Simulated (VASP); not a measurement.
Consider the following.

```
CELL_PARAMETERS angstrom
      1.92841    -3.34010     0.00000
      1.92841     3.34010     0.00000
      0.00000     0.00000     6.17445
ATOMIC_POSITIONS crystal
  Sn 0.00000 0.00000 0.00000
  Se 0.33333 0.66667 0.25863
  Se 0.66667 0.33333 0.74137
```

All values below come from optB86b-vdW, VASP's PBE PAW potentials (set 64) (plane waves; VASP 6.6.1). Run with 520 eV cut-off, 7×7×4 Γ-centred mesh, tetrahedra with Blöchl corrections, potentials Sn_d Se.

The cores are frozen, which limits the accuracy of field gradients.

Problem. Give the principal components of the electric field gradient (V/Å²) and the asymmetry η at each nucleus.

Solution. 
| atom | Vxx | Vyy | Vzz | η |
|---|---|---|---|---|
| Sn1 | -2.3 | -2.3 | 4.7 | 0.00 |
| Se2 | 29.7 | 29.7 | -59.4 | 0.00 |
| Se3 | 29.7 | 29.7 | -59.4 | 0.00 |

The compound is SnSe2 in the 1T layered structure. It was relaxed first.
